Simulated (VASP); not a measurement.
```
TaC
1.0
    2.77213     0.00000     0.00000
    0.00000     2.77213     0.00000
    0.00000     0.00000     2.77213
Ta C
1 1
Direct
  0.00000   0.00000   0.00000
  0.50000   0.50000   0.50000
```

Method: PBEsol GGA, VASP's PBE PAW potentials (set 64) (plane waves; VASP). Run with 520 eV cut-off, Gaussian smearing of 0.050 eV, potentials Ta_pv C.

Problem. Give the energies of bands 5 to 10 at the high-symmetry points, in eV from the Fermi level.

Solution. 
```json
[
 {"band": "5", "Γ": "-3.23", "X": "-7.87", "M": "-3.13", "R": "-6.73"},
 {"band": "6", "Γ": "-3.23", "X": "-2.00", "M": "-3.13", "R": "-6.73"},
 {"band": "7", "Γ": "1.09", "X": "-1.80", "M": "-2.24", "R": "-6.73"},
 {"band": "8", "Γ": "1.09", "X": "-1.80", "M": "2.10", "R": "8.43"},
 {"band": "9", "Γ": "1.09", "X": "5.83", "M": "2.10", "R": "8.43"},
 {"band": "10", "Γ": "5.25", "X": "6.53", "M": "2.12", "R": "9.10"}
]
```

It has no gap at this level: it comes out as a metal or semimetal.

The structure was generated: TaC was put into the CsCl type (Pm-3m), which need not be its known phase. It was relaxed first, which changed the volume by -13 %. The electron count is odd and the run is not spin-polarised, which forces a metal.
